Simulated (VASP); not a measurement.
Crystal: Mo.

```
Mo
1.0
    -1.57342    1.57342    1.57342
     1.57342   -1.57342    1.57342
     1.57342    1.57342   -1.57342
Mo
1
Cartesian
  0.0000 0.0000 0.0000
```

| Quantity | Value |
| --- | --- |
| Program | VASP 6.6.1 |
| Task | relaxation of cell and atoms |
| Functional | PBE |
| Potentials or basis | VASP PAW PBE potentials, release 64 (Mo_sv) |
| Cutoff | 600 eV |
| k mesh | 16 × 16 × 16 |
| Occupations | methfessel-paxton, width 0.1 eV |
| Spin | no spin polarisation |

At the start: pressure 3.8 GPa; volume 15.58 Å³/atom.

How do energy, volume and symmetry change on relaxing?

Over 3 steps the energy falls by 2.6 meV/atom and the volume is 15.80 Å³/atom (+1.4 %); space group Im-3m (No. 229, to 0.05 Å).

The path:
```tsv
step	energy change (eV)	largest force (eV/Å)	pressure (GPa)	volume (Å³)
1	0.0000	0.0000	3.79	15.58
2	0.0163	0.0000	-9.34	16.43
3	-0.0026	0.0000	-0.05	15.80
```

Final structure:
```
Mo
1.0
    -1.58089    1.58089    1.58089
     1.58089   -1.58089    1.58089
     1.58089    1.58089   -1.58089
Mo
1
Direct
  0.00000 0.00000 0.00000
```
